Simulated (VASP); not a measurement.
**PdC (relaxed from the rock salt structure, space group Fm-3m): computed properties**

Method: PBEsol GGA, VASP's PBE PAW potentials (set 64) (plane waves; VASP).

| Item | Result |
|---|---|
| space group | Fm-3m (225) |
| cell | a = 4.368 Å, b = 4.368 Å, c = 4.368 Å, α = 90.00°, β = 90.00°, γ = 90.00° |
| volume per atom | 10.42 Å³/atom |
| band gap (over mesh and band path) | none (metal, semimetal or under 0.01 eV) |
| density | 9.44 g/cm³ |

```cif
data_CPd
_chemical_formula_sum 'Pd1 C1'
_space_group_name_H-M_alt 'P 1'
_space_group_IT_number 1
_cell_length_a 3.08858
_cell_length_b 3.08858
_cell_length_c 3.08858
_cell_angle_alpha 60.000
_cell_angle_beta 60.000
_cell_angle_gamma 60.000
loop_
_space_group_symop_operation_xyz
  'x, y, z'
loop_
_atom_site_label
_atom_site_type_symbol
_atom_site_fract_x
_atom_site_fract_y
_atom_site_fract_z
_atom_site_occupancy
Pd1 Pd 0.00000 0.00000 0.00000 1
C1 C 0.50000 0.50000 0.50000 1
```

The structure was generated: PdC was put into the rock salt type (Fm-3m), which need not be its known phase. It was relaxed first, which changed the volume by -17 %. Symmetry was kept, so distortions that lower it aren't found.
